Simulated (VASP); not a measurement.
Here is the system:

```yaml
crystal:
  lattice:
    - [1.50564, -2.60785, 0.00000]
    - [1.50564, 2.60785, 0.00000]
    - [0.00000, 0.00000, 3.19272]
  atoms:
    - { symbol: Ti, position: [0.00000, 0.00000, 0.00000] }
    - { symbol: B, position: [0.33333, 0.66667, 0.50000] }
    - { symbol: B, position: [0.66667, 0.33333, 0.50000] }
```

The numbers are results of PBE GGA with D3 dispersion (zero damping), VASP's PBE PAW potentials (set 64) (plane waves; VASP 6.6.1), not measurements. Settings: 520 eV cut-off, Gaussian smearing of 0.050 eV, potentials Ti_sv B.

**Question.** Estimate the band gap (along the path) with the smallest direct gap where there is one.

**Answer.** 
```yaml
band gap (along the path): none (metal, semimetal or under 0.01 eV)
```

Only differences to runs with the same potentials and settings are physical.

The compound is TiB2 in the AlB2 type structure. It was relaxed first.
